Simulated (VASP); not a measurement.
Crystal: GdN.

```
Gd N
1.0
     0.00000    2.53500    2.53500
     2.53500    0.00000    2.53500
     2.53500    2.53500    0.00000
Gd N
1 1
Direct
  0.00000 0.00000 0.00000
  0.50000 0.50000 0.50000
```

The cell comes from a database or a generator and needn't be the stable form of this composition.

Base run:

* Program: VASP 6.6.1
* Functional: PBE
* Potentials or basis: VASP PAW PBE potentials, release 64 (Gd, N)
* Cutoff: 520 eV
* k mesh: 10 × 10 × 10
* Occupations: fermi-dirac, width 0.05 eV
* Spin: collinear spin, ferromagnetic start
* Starting moments: [7.0, 0.0] μB

Its results: pressure -6.8 GPa; net moment 7.00 μB per cell; site moments Gd +6.80; N -0.08 μB.

Task: The run is repeated on the same cell with these changes: hubbard terms from none to Gd f U = 8 eV. What comes out?

Result: Pressure -4.9 GPa; net moment 7.00 μB per cell; site moments Gd +6.88; N -0.11 μB.

Caveats: a cell with one magnetic atom can't hold antiferromagnetic order, which such compounds often take.
